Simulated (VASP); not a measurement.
Sn (beta): computed properties

These are PBE GGA, VASP's PBE PAW potentials (set 64) (plane waves; VASP 6.6.1) values and carry that method's errors.

```yaml
space_group: I4_1/amd (141)
cell: a = b = 5.926 Å, c = 3.228 Å, α = β = γ = 90.00°
volume_per_atom: 28.34 Å^3/atom
band gap (over mesh and band path): none (metal, semimetal or under 0.01 eV)
density: 6.96 g/cm³
```

```cif
data_Sn2
_chemical_formula_sum 'Sn2'
_space_group_name_H-M_alt 'P 1'
_space_group_IT_number 1
_cell_length_a 4.49053
_cell_length_b 4.49053
_cell_length_c 4.49053
_cell_angle_alpha 97.421
_cell_angle_beta 97.421
_cell_angle_gamma 137.874
loop_
_space_group_symop_operation_xyz
  'x, y, z'
loop_
_atom_site_label
_atom_site_type_symbol
_atom_site_fract_x
_atom_site_fract_y
_atom_site_fract_z
_atom_site_occupancy
Sn1 Sn 0.25000 0.75000 0.50000 1
Sn2 Sn 0.00000 0.00000 0.00000 1
```

Measured: a 5.831 Å at 293 K (computed value off by +1.6 %), c 3.181 Å at 293 K (computed value off by +1.5 %), as given by Wikipedia, Tin (infobox). The calculation is for a static lattice, while the measured a, c hold thermal and zero-point effects, which are part of the difference. Unless said otherwise, spin-orbit coupling is left out, though it shifts the bands of the heavy elements here.

The compound is Sn in the beta structure. It was relaxed first. Symmetry was kept, so distortions that lower it aren't found.
